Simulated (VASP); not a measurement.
Computed with LDA (Ceperley-Alder, Perdew-Zunger), VASP's LDA PAW potentials (set 64) (plane waves; VASP 6.6.1).

A VASP calculation is set up with these files.

KPOINTS:
```
Automatic
0
gamma
 14 14 8
```

### INCAR
```
ALGO = Normal
EDIFF = 1E-6
EDIFFG = -0.01
ENCUT = 520
IBRION = 2
ISIF = 3
ISMEAR = 1
LASPH = .TRUE.
LCHARG = .FALSE.
LMAXMIX = 6
LREAL = .FALSE.
LWAVE = .FALSE.
NELM = 100
NSW = 60
PREC = Accurate
SIGMA = 0.1
SYSTEM = Os
```

File POSCAR:
```
Os
1.0
  1.3650000000  -2.3642490000   0.0000000000
  1.3650000000   2.3642490000   0.0000000000
  0.0000000000   0.0000000000   4.3200000000
Os
2
direct
  0.3333330000   0.6666670000   0.2500000000
  0.6666670000   0.3333330000   0.7500000000
```

POTCAR, in this order: Os (LDA.64 set). Program: vasp_std.

Unless said otherwise, spin-orbit coupling is left out, though it shifts the bands of the heavy elements here.

Question: What does the run give for the energy per atom (σ→0), volume per atom, band gap (on the k-mesh)?

Answer: 
The energy per atom (σ→0) comes out as -12651 meV/atom and the band gap (on the k-mesh) comes out as none (metal, semimetal or under 0.01 eV). The volume per atom comes out as 13.73 Å^3/atom.

File OSZICAR:
```
...
DAV:   4    -0.253015487172E+02   -0.23438E-06   -0.67063E-07  1484   0.638E-03
   9 F= -.25301549E+02 E0= -.25301257E+02  d E =0.266266E-04
       N       E                     dE             d eps       ncg     rms          rms(c)
DAV:   1    -0.253016183788E+02   -0.69896E-04   -0.12202E-03  2880   0.306E-01    0.117E-01
DAV:   2    -0.253015854605E+02    0.32918E-04   -0.35750E-05  2936   0.606E-02    0.473E-02
DAV:   3    -0.253015782626E+02    0.71979E-05   -0.23494E-05  3340   0.486E-02    0.590E-03
DAV:   4    -0.253015783712E+02   -0.10856E-06   -0.37344E-07  1452   0.480E-03
  10 F= -.25301578E+02 E0= -.25301288E+02  d E =-.302733E-05
```

The compound is Os in the hcp structure. This run relaxes it. Symmetry was kept, so distortions that lower it aren't found.
